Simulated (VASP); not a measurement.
The system is MoS2.

```
CELL_PARAMETERS angstrom
3.16100 0.00000 0.00000
-1.58050 2.73751 0.00000
0.00000 0.00000 12.29500
ATOMIC_POSITIONS crystal
Mo 0.33333 0.66667 0.25000
Mo 0.66667 0.33333 0.75000
S 0.66667 0.33333 0.37729
S 0.66667 0.33333 0.12271
S 0.33333 0.66667 0.87729
S 0.33333 0.66667 0.62271
```

The cell was built by a generator and needn't be a form met in nature.

Base run:

```yaml
Program: VASP 6.6.1
Functional: rev-vdW-DF2
Potentials_or_basis: VASP PAW PBE potentials, release 64 (Mo_sv, S)
Cutoff: 520 eV
k_mesh: 8 × 8 × 2
Occupations: fermi-dirac, width 0.05 eV
Spin: no spin polarisation
```

Its results: band gap on the k mesh 0.95 eV, indirect (least direct gap 1.95 eV); pressure 1.0 GPa; largest force 0.105 eV/Å.

Task: After a change of settings the same cell gave: band gap on the k mesh 1.09 eV, indirect (least direct gap 2.09 eV); pressure -0.2 GPa; largest force 0.191 eV/Å. Which change was it?
A. functional from rev-vdW-DF2 to optB88-vdW
B. functional from rev-vdW-DF2 to SCAN; dispersion from none to rVV10
C. functional from rev-vdW-DF2 to vdW-DF

Result: B.

Caveats: the PAW data sets were made with another functional, which shifts forces and pressure a little.

Runs at the PBE level aren't shown here.
